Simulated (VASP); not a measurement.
The input files of a VASP run:

File KPOINTS:
```
Automatic mesh
0
Gamma
7 7 7
0 0 0
```

File POSCAR:
```
CdSe
1
    0.0000000000     3.0484090000     3.0484090000
    3.0484090000     0.0000000000     3.0484090000
    3.0484090000     3.0484090000     0.0000000000
Cd Se
1 1
Direct
  0.0000000000   0.0000000000   0.0000000000
  0.2500000000   0.2500000000   0.2500000000
```

INCAR:
```
GGA = PS   # PBEsol
LWAVE = .False.
ISMEAR = 0   # Gaussian
LREAL = .False.
LCHARG = .False.
EDIFF = 1E-6
NSW = 60   # most ionic steps
LASPH = .True.
SIGMA = 0.05
PREC = Accurate
SYSTEM = CdSe
EDIFFG = -0.01
ALGO = Normal   # blocked Davidson
IBRION = 2
LMAXMIX = 4   # l cut-off of mixed one-centre charges
ISIF = 3
NELM = 100
ENCUT = 400
```

POTCAR, in this order: Cd Se (PBE.64 set). Program: vasp_std.

**Question.** Translate this PBEsol calculation to Quantum ESPRESSO's pw.x.

**Answer.** One equivalent input (not run):
```
&CONTROL
  calculation = 'vc-relax'
  pseudo_dir = './pseudo'
  outdir = './out'
  tprnfor = .true.
  tstress = .true.
  nstep = 60
  forc_conv_thr = 0.00039
/
&SYSTEM
  ibrav = 0
  nat = 2
  ntyp = 2
  ecutwfc = 102
  occupations = 'smearing'
  smearing = 'gaussian'
  degauss = 0.003675
  input_dft = 'pbesol'
/
&ELECTRONS
  conv_thr = 7.3e-08
  electron_maxstep = 100
/
&IONS
/
&CELL
/
ATOMIC_SPECIES
  Cd 112.414 Cd.upf
  Se 78.971 Se.upf
CELL_PARAMETERS angstrom
     0.0000000    3.0484090    3.0484090
     3.0484090    0.0000000    3.0484090
     3.0484090    3.0484090    0.0000000
ATOMIC_POSITIONS crystal
  Cd   0.0000000  0.0000000  0.0000000
  Se   0.2500000  0.2500000  0.2500000
K_POINTS automatic
  7 7 7 0 0 0
```
What does not carry over: the potentials are each code's own (VASP's PAW set, PseudoDojo norm-conserving files in pw.x), so ENCUT and ecutwfc are chosen apart and not converted; conv_thr bounds pw.x's estimated SCF error, while EDIFF bounds the energy change between steps; forc_conv_thr acts on force components and is met together with etot_conv_thr.

The structure was generated: CdSe was put into the zinc blende type (F-43m), which need not be its known phase. This run relaxes it. Symmetry was kept, so distortions that lower it aren't found.
